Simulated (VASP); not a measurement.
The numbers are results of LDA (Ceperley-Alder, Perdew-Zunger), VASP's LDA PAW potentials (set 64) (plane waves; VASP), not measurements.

VASP ran on this input.

### INCAR
```
! general
SYSTEM  = SrVO3
PREC    = Accurate
ENCUT   = 520
LREAL   = F   ! projection in real space or not
LASPH   = T

! electronic loop
EDIFF   = 1E-7   ! SCF stop (eV)
NELM    = 100   ! most electronic steps
ALGO    = Normal   ! blocked Davidson
LMAXMIX = 4   ! l cut-off of mixed one-centre charges

! smearing
ISMEAR  = 1   ! Methfessel-Paxton
SIGMA   = 0.1   ! width (eV)

! ions
ISIF    = 2

! output
LWAVE   = F
LCHARG  = F
```

**KPOINTS**
```
kpoints
0
gamma
 8 8 8
```

**POSCAR**
```
SrVO3
3.8187430
  0.9999999843   0.0000000000   0.0000000000
  0.0000000000   0.9999999843   0.0000000000
  0.0000000000   0.0000000000   0.9999999843
Sr V O
1 1 3
Cartesian
  0.0000000000   0.0000000000   0.0000000000
  0.4999999922   0.4999999922   0.4999999922
  0.4999999922   0.0000000000   0.4999999922
  0.0000000000   0.4999999922   0.4999999922
  0.4999999922   0.4999999922   0.0000000000
```

POTCAR, in this order: Sr_sv V_sv O (LDA.64 set). Program: vasp_std.

Question: What will the output report for the number of irreducible k-points (NKPTS), largest plane-wave count, number of space-group operations, FFT grid (NGX, NGY, NGZ)?

Answer: 
number of irreducible k-points (NKPTS): 35
largest plane-wave count: 1516
number of space-group operations: 48
FFT grid (NGX, NGY, NGZ): 28 × 28 × 28

The compound is SrVO3 in the cubic perovskite structure. This cell is one point of a volume scan, at 1.03 of the reference volume. The run is not spin-polarised, so no magnetic state was tried. The electron count is odd and the run is not spin-polarised, which forces a metal.
